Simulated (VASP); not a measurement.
Crystal: Lu3AlN4.

```xyz
8
Lattice="3.5597 0.0000 0.0000 0.0000 5.0374 0.0000 0.0000 0.0000 7.0972" Properties=species:S:1:pos:R:3 pbc="T T T"
Lu    1.7798    2.5187    1.8025
Lu    0.0000    0.0000    3.5486
Lu    1.7798    2.5187    5.2947
Al    0.0000    0.0000    0.0000
N     0.0000    2.5187    3.5486
N     1.7798    0.0000    5.2315
N     0.0000    2.5187    0.0000
N     1.7798    0.0000    1.8658
```

The cell was built by a generator and needn't be a form met in nature.

* Program: VASP 6.6.1
* Task: relaxation of cell and atoms
* Functional: PBE
* Potentials or basis: VASP PAW PBE potentials, release 64 (Lu, Al, N)
* Cutoff: 520 eV
* k mesh: 4 × 3 × 2
* Occupations: gaussian, width 0.15 eV
* Spin: no spin polarisation

At the start: pressure -23.5 GPa; volume 15.91 Å³/atom.

**Question.** How do energy, volume and symmetry change on relaxing?

**Answer.** Over 24 steps the energy falls by 366.1 meV/atom and the volume is 12.46 Å³/atom (-21.7 %); space group Pmmm (No. 47, to 0.05 Å).

Step by step:
| step | energy change (eV) | largest force (eV/Å) | pressure (GPa) | volume (Å³) |
| --- | --- | --- | --- | --- |
| 1 | 0.0000 | 0.8874 | -23.52 | 127.26 |
| 2 | 5171.3276 | 69.1758 | 2177.84 | 88.91 |
| 3 | 400.4511 | 4.7973 | -3598.09 | 126.58 |
| 4 | 2945.1419 | 156.0102 | 1261.81 | 99.00 |
| 5 | 1144.8856 | 21.6866 | -2354.84 | 112.66 |
| 6 | 295.2268 | 2.8437 | -89.90 | 103.01 |
| 7 | 3.5717 | 1.7617 | -471.28 | 102.56 |
| 8 | -2.4143 | 2.1669 | -1.72 | 100.77 |
| 9 | -2.4134 | 2.1973 | 0.73 | 100.28 |
| 10 | -2.7678 | 1.1371 | 3.23 | 98.86 |
| 11 | -2.7966 | 0.8524 | -0.37 | 97.20 |
| 12 | -2.8382 | 0.4982 | 5.70 | 97.76 |
| 13 | -2.3570 | 0.4871 | -27.76 | 103.63 |
| 14 | -2.8831 | 0.4099 | 1.95 | 98.79 |
| 15 | -2.9007 | 0.3653 | 6.19 | 99.39 |
| 16 | -2.9030 | 0.3229 | -1.36 | 101.50 |
| 17 | -2.9088 | 0.2578 | -1.89 | 101.10 |
| 18 | -2.9109 | 0.3003 | -0.88 | 100.24 |
| 19 | -2.9274 | 0.0726 | -0.59 | 99.58 |
| 20 | -2.9284 | 0.0768 | 1.00 | 99.66 |
| 21 | -2.9285 | 0.0814 | 0.74 | 99.73 |
| 22 | -2.9286 | 0.0827 | 1.35 | 99.72 |
| 23 | -2.9285 | 0.0798 | 0.63 | 99.69 |
| 24 | -2.9286 | 0.0778 | -0.05 | 99.68 |

Final structure:
```
Lu Al N
1.0
     3.25886    0.00000    0.00000
     0.00000    4.68465    0.00000
     0.00000    0.00000    6.52898
Lu Al N
3 1 4
Direct
  0.50000 0.50000 0.24172
  0.00000 0.00000 0.50000
  0.50000 0.50000 0.75828
  0.00000 0.00000 0.00000
  0.00000 0.50000 0.50000
  0.50000 0.00000 0.77339
  0.00000 0.50000 0.00000
  0.50000 0.00000 0.22661
```

Caveat: the k mesh is coarse (spacing up to 0.44 Å⁻¹), so the values aren't converged; the volume moved by over 15 % at a fixed basis, so the end points are rough.
